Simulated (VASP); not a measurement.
# Lattice vibrations of BaZnSbF, part 2 of 3

How does the lattice of BaZnSbF vibrate? The start is a cell from a database of measured crystal structures.

VASP 6.6.1; PBEsol; plane waves and PAW (Ba_sv, Sb, Zn, F).

So far. Step 2 (Relax the host): The run ended after 11 ionic steps, 0.023 eV below its first step, once forces and stress met EDIFFG = -0.02. The relaxed cell has a = 4.446, c = 9.513 Å (conventional setting).

## (3) Tight relaxation

Force constants are second derivatives, so residual forces and stress must first be far smaller than in an ordinary relaxation. Smearing, mesh and cutoff differ from the relaxation before, which can move the cell too.

INCAR

```
SYSTEM = BaZnSbF
PREC = Accurate
ENCUT = 480
EDIFF = 1E-08
NELM = 120
ISMEAR = 1
SIGMA = 0.2
LREAL = .FALSE.
ALGO = Fast
GGA = PS
NBANDS = 42
LORBIT = 11
LWAVE = .FALSE.
LCHARG = .FALSE.
KPAR = 4
IBRION = 1
NSW = 30
ISIF = 3
EDIFFG = -0.002
POTIM = 0.4
```

POSCAR

```
BaZnSbF
1.0
    4.4460112484      0.0000000000      0.0000000000
    0.0000000000      4.4460112484      0.0000000000
    0.0000000000      0.0000000000      9.5134733919
Ba Sb Zn F
2 2 2 2
Direct
    0.5000000000      0.0000000000      0.6526754645
    0.0000000000      0.5000000000      0.3473245355
    0.0000000000      0.5000000000      0.8325006663
    0.5000000000      0.0000000000      0.1674993337
    0.0000000000      0.0000000000      0.0000000000
    0.5000000000      0.5000000000      0.0000000000
    0.0000000000      0.0000000000      0.5000000000
    0.5000000000      0.5000000000      0.5000000000
```

KPOINTS

```
Automatic mesh
0
Gamma
8 8 4
0 0 0
```

PAW data sets: Ba_sv, Sb, Zn and F (PBE family, release 64).

The run is started by

```
mpirun -np 4 vasp_std
```

Output:

```text
[banner, memory and clock lines left out]
running    4 mpi-ranks, on    1 nodes
 distrk:  each k-point on    1 cores,    4 groups
 distr:  one band on    1 cores,    1 groups

 POSCAR found type information on POSCAR BaSbZnF
 POSCAR found :  4 types and       8 ions
 [... a notice as in an earlier step ...]

 LDA part: xc-table for (Slater+PW92), standard interpolation
 POSCAR, INCAR and KPOINTS ok, starting setup
 FFT: planning ... GRIDC
 FFT: planning ... GRID_SOFT
 FFT: planning ... GRID
 WAVECAR not read
 entering main loop
       N       E                     dE             d eps       ncg     rms          rms(c)
DAV:   1     0.648784875147E+03    0.64878E+03   -0.28646E+04  3780   0.154E+03
DAV:   2     0.480472992115E+02   -0.60074E+03   -0.57507E+03  4260   0.383E+02
DAV:   3    -0.331381013041E+02   -0.81185E+02   -0.80525E+02  4326   0.156E+02
DAV:   4    -0.374118681456E+02   -0.42738E+01   -0.42618E+01  5400   0.300E+01
DAV:   5    -0.375162078758E+02   -0.10434E+00   -0.10430E+00  5392   0.460E+00    0.105E+01
RMM:   6    -0.348227143279E+02    0.26935E+01   -0.11343E+01  3811   0.168E+01    0.652E+00
RMM:   7    -0.347661735543E+02    0.56541E-01   -0.17986E+00  4267   0.615E+00    0.347E+00
RMM:   8    -0.347402133039E+02    0.25960E-01   -0.38199E-01  4477   0.233E+00    0.132E+00
RMM:   9    -0.347436787091E+02   -0.34654E-02   -0.12865E-01  4760   0.172E+00    0.307E-01
RMM:  10    -0.347465904275E+02   -0.29117E-02   -0.30953E-02  5245   0.692E-01    0.166E-01
RMM:  11    -0.347471903968E+02   -0.59997E-03   -0.10075E-02  5125   0.425E-01    0.107E-01
RMM:  12    -0.347472412068E+02   -0.50810E-04   -0.42743E-03  5550   0.221E-01    0.208E-02
RMM:  13    -0.347474575154E+02   -0.21631E-03   -0.21968E-03  6163   0.111E-01    0.195E-02
RMM:  14    -0.347475153006E+02   -0.57785E-04   -0.63167E-04  6205   0.637E-02    0.185E-02
WARNING in EDDRMM: call to ZHEGV failed, returncode =   8  4     20
RMM:  15    -0.347475354526E+02   -0.20152E-04   -0.31573E-04  6008   0.463E-02    0.634E-03
WARNING in EDDRMM: call to ZHEGV failed, returncode =   8  4     31
WARNING in EDDRMM: call to ZHEGV failed, returncode =   6  3     34
WARNING in EDDRMM: call to ZHEGV failed, returncode =   8  4     16
RMM:  16    -0.347475520579E+02   -0.16605E-04   -0.17450E-04  6057   0.314E-02    0.601E-03
 num prob  num prob  num prob  num prob RMM:  17    -0.347475595300E+02   -0.74720E-05   -0.80440E-05  6112   0.207E-02    0.296E-03
WARNING in EDDRMM: call to ZHEGV failed, returncode =   6  3     12
 num prob  num prob  num prob  num prob  num prob  num prob  num prob  num prob  num prob  num prob  num prob  num prob  num prob  num prob  num prob  num prob  num prob  num prob  num prob  num prob  num prob  num prob  num prob  num prob  num prob  num prob  num prob  num prob  num prob  num prob  num prob WARNING in EDDRMM: call to ZHEGV failed, returncode =   8  4     12
 num prob  num prob  num prob  num prob  num prob  num prob  num prob  num prob  num prob  num prob  num prob  num prob  num prob  num prob  num prob RMM:  18    -0.347475646105E+02   -0.50805E-05   -0.50943E-05  5754   0.139E-02    0.337E-03
 num prob  num prob  num prob  num prob  num prob  num prob  num prob  num prob  num prob  num prob  num prob  num prob  num prob  num prob  num prob  num prob  num prob  num prob  num prob  num prob  num prob  num prob  num prob  num prob  num prob  num prob  num prob  num prob  num prob  num prob RMM:  19    -0.347475669144E+02   -0.23039E-05   -0.22031E-05  5745   0.980E-03    0.524E-03
 num prob  num prob  num prob  num prob  num prob  num prob  num prob  num prob  num prob  num prob  num prob  num prob  num prob  num prob  num prob  num prob  num prob  num prob  num prob  num prob  num prob  num prob  num prob  num prob  num prob  num prob  num prob  num prob  num prob  num prob  num prob  num prob  num prob  num prob  num prob  num prob  num prob  num prob  num prob  num prob  num prob  num prob  [...]
 num prob  num prob  num prob  num prob  num prob  num prob  num prob  num prob  num prob WARNING in EDDRMM: call to ZHEGV failed, returncode =   8  4     30
 num prob  num prob  num prob  num prob  num prob  num prob  num prob  num prob  num prob  num prob  num prob  num prob  num prob  num prob  num prob  num prob  num prob  num prob  num prob  num prob  num prob  num prob  num prob  num prob  num prob  num prob  num prob  num prob  num prob  num prob  num prob  num prob  num prob  num prob  num prob  num prob  num prob  num prob  num prob  num prob  num prob  num prob  num prob RMM:  21    -0.347475686902E+02   -0.50235E-06   -0.59413E-06  5255   0.632E-03    0.341E-03
 num prob  num prob  num prob  num prob  num prob  num prob  num prob  num prob  num prob  num prob  num prob  num prob  num prob  num prob  num prob  num prob  num prob  num prob WARNING in EDDRMM: call to ZHEGV failed, returncode =   6  3     21
WARNING in EDDRMM: call to ZHEGV failed, returncode =   8  4     29
 num prob  num prob  num prob  num prob  num prob  num prob  num prob  num prob  num prob  num prob  num prob  num prob  num prob  num prob  num prob  num prob  num prob  num prob  num prob  num prob  num prob  num prob  num prob  num prob  num prob  num prob  num prob  num prob  num prob  num prob  num prob  num prob  num prob  num prob  num prob  num prob  num prob  num prob  num prob  num prob  num prob  num prob  num prob  num prob  num prob  num prob  num prob  num prob  num prob  num prob  num prob  num prob RMM:  22    -0.347475691267E+02   -0.43653E-06   -0.41759E-06  4859   0.509E-03    0.309E-03
 num prob  num prob  num prob  num prob  num prob  num prob  num prob  num prob  num prob  num prob  num prob  num prob  num prob  num prob  num prob  num prob  num prob  num prob  num prob  num prob  num prob  num prob  num prob  num prob  num prob  num prob  num prob  num prob  num prob  num prob  num prob  num prob  num prob  num prob  num prob  num prob  num prob  num prob  num prob  num prob  num prob  num prob  [...]
 num prob  num prob  num prob  num prob  num prob  num prob  num prob  num prob  num prob  num prob  num prob  num prob  num prob  num prob  num prob  num prob  num prob  num prob  num prob  num prob  num prob  num prob  num prob  num prob  num prob  num prob  num prob  num prob  num prob  num prob  num prob  num prob  num prob  num prob  num prob  num prob  num prob  num prob  num prob  num prob  num prob  num prob  [...]
 num prob  num prob  num prob  num prob  num prob  num prob  num prob  num prob  num prob  num prob  num prob  num prob  num prob  num prob  num prob  num prob  num prob  num prob  num prob  num prob  num prob  num prob  num prob  num prob WARNING in EDDRMM: call to ZHEGV failed, returncode =   8  4     34
[...]
1 F= -.34747569E+02 E0= -.34746068E+02  d E =-.347476E+02
 BRION: g(F)=  0.501E-03 g(S)=  0.258E-02
 bond charge predicted
       N       E                     dE             d eps       ncg     rms          rms(c)
DAV:   1    -0.347587883831E+02   -0.11219E-01   -0.28767E-01  4570   0.387E+00    0.711E-01
RMM:   2    -0.347513318924E+02    0.74565E-02   -0.33763E-02  3800   0.126E+00    0.279E-01
RMM:   3    -0.347502683035E+02    0.10636E-02   -0.33763E-03  3963   0.336E-01    0.137E-01
RMM:   4    -0.347499202739E+02    0.34803E-03   -0.10570E-03  4080   0.173E-01    0.478E-02
RMM:   5    -0.347499144281E+02    0.58458E-05   -0.28599E-04  4359   0.944E-02    0.209E-02
RMM:   6    -0.347499200452E+02   -0.56172E-05   -0.80062E-05  4701   0.422E-02    0.116E-02
RMM:   7    -0.347499204997E+02   -0.45443E-06   -0.29431E-05  4578   0.311E-02    0.506E-03
RMM:   8    -0.347499206922E+02   -0.19247E-06   -0.95804E-06  5412   0.134E-02    0.218E-03
 num prob  num prob WARNING in EDDRMM: call to ZHEGV failed, returncode =   8  4     12
WARNING in EDDRMM: call to ZHEGV failed, returncode =   6  3     22
 num prob  num prob  num prob RMM:   9    -0.347499209948E+02   -0.30260E-06   -0.32883E-06  5760   0.544E-03    0.133E-03
 num prob  num prob  num prob  num prob  num prob  num prob  num prob  num prob  num prob  num prob  num prob  num prob  num prob  num prob  num prob  num prob  num prob  num prob  num prob  num prob  num prob  num prob  num prob  num prob  num prob  num prob  num prob WARNING in EDDRMM: call to ZHEGV failed, returncode =   8  4     32
 num prob  num prob  num prob  num prob  num prob  num prob  num prob  num prob  num prob  num prob  num prob  num prob  num prob RMM:  10    -0.347499209824E+02    0.12391E-07   -0.85357E-07  5051   0.292E-03    0.538E-04
 num prob  num prob  num prob  num prob  num prob  num prob WARNING in EDDRMM: call to ZHEGV failed, returncode =   8  4     12
 num prob  num prob  num prob  num prob  num prob  num prob  num prob  num prob  num prob  num prob  num prob  num prob  num prob  num prob  num prob  num prob  num prob  num prob  num prob  num prob  num prob  num prob  num prob  num prob  num prob  num prob WARNING in EDDRMM: call to ZHEGV failed, returncode =   6  3     16
 num prob  num prob  num prob  num prob  num prob  num prob RMM:  11    -0.347499210199E+02   -0.37583E-07   -0.41128E-07  4343   0.200E-03    0.161E-04
 num prob  num prob  num prob  num prob  num prob  num prob  num prob  num prob  num prob  num prob  num prob  num prob  num prob  num prob  num prob  num prob  num prob  num prob  num prob  num prob  num prob  num prob  num prob  num prob  num prob  num prob  num prob  num prob  num prob  num prob  num prob  num prob  num prob  num prob  num prob  num prob  num prob  num prob  num prob  num prob  num prob  num prob  [...]
RMM:  12    -0.347499210310E+02   -0.11009E-07   -0.14915E-07  3489   0.137E-03    0.160E-04
 num prob  num prob  num prob  num prob  num prob  num prob  num prob  num prob  num prob  num prob  num prob  num prob  num prob  num prob  num prob  num prob  num prob  num prob  num prob  num prob  num prob  num prob  num prob  num prob  num prob  num prob  num prob  num prob  num prob  num prob  num prob  num prob  num prob  num prob  num prob  num prob WARNING in EDDRMM: call to ZHEGV failed, returncode =   8  4     34
 num prob  num prob  num prob  num prob  num prob  num prob  num prob  num prob  num prob  num prob  num prob  num prob  num prob  num prob  num prob  num prob  num prob  num prob  num prob  num prob  num prob  num prob  num prob  num prob  num prob  num prob  num prob  num prob  num prob  num prob  num prob  num prob  num prob  num prob  num prob  num prob  num prob  num prob  num prob  num prob RMM:  13    -0.347499210333E+02   -0.23110E-08   -0.53581E-08  3178   0.111E-03
   2 F= -.34749921E+02 E0= -.34748556E+02  d E =-.235156E-02
[...]
num prob WARNING in EDDRMM: call to ZHEGV failed, returncode =   8  4     32
 num prob  num prob WARNING in EDDRMM: call to ZHEGV failed, returncode =   8  4     31
WARNING in EDDRMM: call to ZHEGV failed, returncode =   8  4     33
WARNING in EDDRMM: call to ZHEGV failed, returncode =   6  3     11
[... from here on, the cycles between the ionic steps are left out ...]
   3 F= -.34750462E+02 E0= -.34749147E+02  d E =-.541382E-03
[...]
WARNING in EDDRMM: call to ZHEGV failed, returncode =   8  4     32
[...]
WARNING in EDDRMM: call to ZHEGV failed, returncode =   8  4     18
[...]
WARNING in EDDRMM: call to ZHEGV failed, returncode =   6  3     11
[...]
num prob  num prob  num prob  num prob  num prob  num prob WARNING in EDDRMM: call to ZHEGV failed, returncode =   8  4     22
 num prob  num prob WARNING in EDDRMM: call to ZHEGV failed, returncode =   8  4     34
[...]
num prob  num prob  num prob  num prob  num prob  num prob  num prob  num prob  num prob  num prob  num prob  num prob  num prob  num prob  num prob  num prob WARNING in EDDRMM: call to ZHEGV failed, returncode =   8  4     34
[...]
num prob WARNING in EDDRMM: call to ZHEGV failed, returncode =   8  4     11
 num prob  num prob  num prob  num prob  num prob  num prob  num prob  num prob  num prob  num prob  num prob  num prob  num prob  num prob  num prob  num prob  num prob  num prob  num prob  num prob  num prob  num prob  num prob  num prob  num prob  num prob  num prob  num prob  num prob  num prob  num prob  num prob  num prob  num prob  num prob  num prob WARNING in EDDRMM: call to ZHEGV failed, returncode =   8  4     33
   4 F= -.34753030E+02 E0= -.34752254E+02  d E =-.256770E-02
[...]
num prob  num prob  num prob  num prob  num prob  num prob  num prob  num prob  num prob  num prob  num prob  num prob  num prob  num prob  num prob  num prob  num prob  num prob  num prob  num prob  num prob  num prob  num prob  num prob  num prob  num prob  num prob  num prob  num prob WARNING in EDDRMM: call to ZHEGV failed, returncode =   8  4     34
   5 F= -.34753164E+02 E0= -.34752380E+02  d E =-.133717E-03
[...]
num prob  num prob  num prob  num prob  num prob  num prob  num prob  num prob  num prob  num prob WARNING in EDDRMM: call to ZHEGV failed, returncode =   6  3     21
[...]
num prob  num prob  num prob  num prob  num prob  num prob  num prob  num prob  num prob WARNING in EDDRMM: call to ZHEGV failed, returncode =   6  3     22
   6 F= -.34753320E+02 E0= -.34752512E+02  d E =-.156572E-03
[...]
WARNING in EDDRMM: call to ZHEGV failed, returncode =   6  3     35
[...]
WARNING in EDDRMM: call to ZHEGV failed, returncode =   8  4     17
   7 F= -.34753364E+02 E0= -.34752538E+02  d E =-.438254E-04
   8 F= -.34753365E+02 E0= -.34752540E+02  d E =-.115922E-05
 BRION: g(F)=  0.509E-06 g(S)=  0.122E-06 retain N=  1 mean eig= 7.14
 eig:   7.141
 bond charge predicted
       N       E                     dE             d eps       ncg     rms          rms(c)
DAV:   1    -0.347533791606E+02   -0.13774E-04   -0.47118E-04  3884   0.105E-01    0.156E-02
RMM:   2    -0.347533770854E+02    0.20752E-05   -0.12678E-05  3832   0.208E-02    0.891E-03
RMM:   3    -0.347533758188E+02    0.12666E-05   -0.34592E-06  3938   0.910E-03    0.169E-03
 num prob RMM:   4    -0.347533758296E+02   -0.10756E-07   -0.62934E-07  4518   0.407E-03    0.836E-04
 num prob  num prob  num prob  num prob  num prob  num prob  num prob RMM:   5    -0.347533758207E+02    0.88667E-08   -0.11811E-07  4119   0.168E-03    0.417E-04
 num prob  num prob  num prob  num prob  num prob  num prob  num prob  num prob  num prob RMM:   6    -0.347533758184E+02    0.22983E-08   -0.39770E-08  2865   0.812E-04
   9 F= -.34753376E+02 E0= -.34752553E+02  d E =-.104298E-04
 BRION: g(F)=  0.142E-06 g(S)=  0.190E-06 retain N=  1 mean eig= 3.54
 eig:   3.540
 reached required accuracy - stopping structural energy minimisation
```

The job ended after 12 min (4 MPI ranks of AMD EPYC 7R43, shared host; peak memory 1.9 GiB; 49 min of CPU time).

Parts of OUTCAR (step 3):

```text
  LATTYP: Found a simple tetragonal cell.
 ALAT       =     4.4460112484
 C/A-ratio  =     2.1397771756

 Found     45 irreducible k-points:

   k-points           NKPTS =     45   k-points in BZ     NKDIM =     45   number of bands    NBANDS=     42

   dimension x,y,z NGX =    32 NGY =   32 NGZ =   70
   dimension x,y,z NGXF=    64 NGYF=   64 NGZF=  140

   ENCUT  =  480.0 eV  35.28 Ry    5.94 a.u.   7.94  7.94 16.99*2*pi/ulx,y,z

   NELECT =      68.0000    total number of electrons

 E-fermi :   4.1088

 k-point     1 :       0.0000    0.0000    0.0000
  band No.  band energies     occupation
    ...
     31       1.9745      2.00000
     32       3.2765      2.00000
     33       3.5441      2.00048
     34       4.0869      1.18408
     35       4.0869      1.18408
     36       5.2929     -0.00000
     37       6.0115     -0.00000
     38       6.1501     -0.00000
     39       6.7881     -0.00000
     40       8.0452     -0.00000
    ...

 k-point     2 :       0.1250    0.0000    0.0000
  band No.  band energies     occupation
    ...
     30       1.1251      2.00000
     31       2.0734      2.00000
     32       3.2829      2.00000
     33       3.3555      2.00000
     34       4.0335      1.58991
     35       4.2009      0.30485
     36       5.7671     -0.00000
     37       6.2045     -0.00000
     38       6.6620     -0.00000
     39       6.9497     -0.00000
    ...

  Total       -0.0038421     -0.0038421     -0.0031380      0.0000000      0.0000000      0.0000000
  in kB       -0.0327462     -0.0327462     -0.0267446      0.0000000      0.0000000      0.0000000
  external PRESSURE =      -0.0307457 kB  Pullay stress =       0.0000000 kB

  energy-cutoff  :      480.00
  volume of cell :      187.98
      direct lattice vectors                 reciprocal lattice vectors
     4.415857405  0.000000000 -0.000000000     0.226456588  0.000000000  0.000000000
     0.000000000  4.415857405  0.000000000     0.000000000  0.226456588  0.000000000
    -0.000000000  0.000000000  9.640341492     0.000000000  0.000000000  0.103730765

 POSITION                                       TOTAL-FORCE (eV/Angst)
 -----------------------------------------------------------------------------------
      2.20793     -0.00000      6.28208        -0.000000      0.000000      0.000507
     -0.00000      2.20793      3.35827         0.000000     -0.000000     -0.000507
     -0.00000      2.20793      8.02815         0.000000      0.000000     -0.001257
      2.20793     -0.00000      1.61219        -0.000000     -0.000000      0.001257
      0.00000     -0.00000      0.00000         0.000000      0.000000      0.000000
      2.20793      2.20793      0.00000        -0.000000     -0.000000      0.000000
     -0.00000      0.00000      4.82017         0.000000     -0.000000      0.000000
      2.20793      2.20793      4.82017         0.000000     -0.000000      0.000000
 -----------------------------------------------------------------------------------
    total drift:                                0.000000     -0.000000     -0.000000

  FREE ENERGIE OF THE ION-ELECTRON SYSTEM (eV)
  ---------------------------------------------------
  free  energy   TOTEN  =       -34.7533758184 eV

  energy  without entropy=      -34.7509080107  energy(sigma->0) =      -34.75255322

 total charge
# of ion       s       p       d       tot
------------------------------------------
    1        2.001   5.607   0.276   7.884
    2        2.001   5.607   0.276   7.884
    3        1.128   1.382   0.019   2.528
    4        1.128   1.382   0.019   2.528
    5        0.557   0.418   9.746  10.721
    6        0.557   0.418   9.746  10.721
    7        1.740   4.345   0.000   6.085
    8        1.740   4.345   0.000   6.085
--------------------------------------------------
tot         10.850  23.503  20.082  54.435

[... 3 parts as in an earlier step ...]

[... 7 further parts left out ...]
```

CONTCAR:

```
BaZnSbF
   1.00000000000000
     4.4158574054192403    0.0000000000000000   -0.0000000000000000
     0.0000000000000000    4.4158574054192403    0.0000000000000000
    -0.0000000000000000    0.0000000000000000    9.6403414917327925
  Ba              Sb              Zn              F
     2     2     2     2
Direct
     0.5000000000000000   -0.0000000000000000    0.6516445878625553
     0.0000000000000000    0.5000000000000000    0.3483554121374454
     0.0000000000000000    0.5000000000000000    0.8327665957078509
     0.5000000000000000   -0.0000000000000000    0.1672334042921474
     0.0000000000000000   -0.0000000000000000    0.0000000000000000
     0.5000000000000000    0.5000000000000000    0.0000000000000000
     0.0000000000000000    0.0000000000000000    0.5000000000000000
     0.5000000000000000    0.5000000000000000    0.5000000000000000
```

Relaxation path:

| step | energy less that of the first step (eV) | largest force (eV/Å) | pressure (GPa) | volume (Å³) |
| --- | --- | --- | --- | --- |
| 1 | 0.0000 | 0.0756 | -0.20 | 188.05 |
| 2 | -0.0024 | 0.0425 | 0.03 | 187.42 |
| 3 | -0.0029 | 0.0386 | 0.02 | 187.46 |
| 4 | -0.0055 | 0.0408 | 0.02 | 187.70 |
| 5 | -0.0056 | 0.0326 | 0.01 | 187.79 |
| 6 | -0.0058 | 0.0139 | 0.01 | 187.89 |
| 7 | -0.0058 | 0.0033 | 0.00 | 187.98 |
| 8 | -0.0058 | 0.0023 | 0.00 | 187.98 |
| 9 | -0.0058 | 0.0013 | 0.00 | 187.98 |

| conventional cell, symmetrised | before | after | change |
| --- | --- | --- | --- |
| a (Å) | 4.446 | 4.416 | -0.7 % |
| b (Å) | 4.446 | 4.416 | -0.7 % |
| c (Å) | 9.513 | 9.640 | +1.3 % |
| volume (Å³/atom) | 23.51 | 23.50 | -0.0 % |

The relaxed structure:

```xyz
8
Lattice="4.4159 0.0000 0.0000 0.0000 4.4159 0.0000 0.0000 0.0000 9.6403" Properties=species:S:1:pos:R:3 pbc="T T T"
Ba    2.2079    0.0000    6.2821
Ba    0.0000    2.2079    3.3583
Sb    0.0000    2.2079    8.0282
Sb    2.2079    0.0000    1.6122
Zn    0.0000    0.0000    0.0000
Zn    2.2079    2.2079    0.0000
F     0.0000    0.0000    4.8202
F     2.2079    2.2079    4.8202
```

Numbers from this step:

```yaml
electronic_cycles: 115
free_energy_toten: -34.75 eV
energy_at_zero_smearing: -34.75 eV
fermi_energy: 4.109 eV
pressure: -0.003075 GPa
```

The run ended after 9 ionic steps, 0.006 eV below its first step, once forces and stress met EDIFFG = -0.002.

(Part 2 of 3 ends here.)

[Lines on the potential files, build, host, timing and source positions are cut from VASP's logs without a mark.]

[Logs are printed without paths, hosts, clocks, repeated set-up lines and the standing remarks that a program may print on its own settings, such as how far it seeks lower states.]

[Hosts, paths, dates, database ids (printed as entryN), source tags and the programs' standing remarks are cut or masked in the printed files.]

[Runs that stopped without an error message from VASP are left out.]
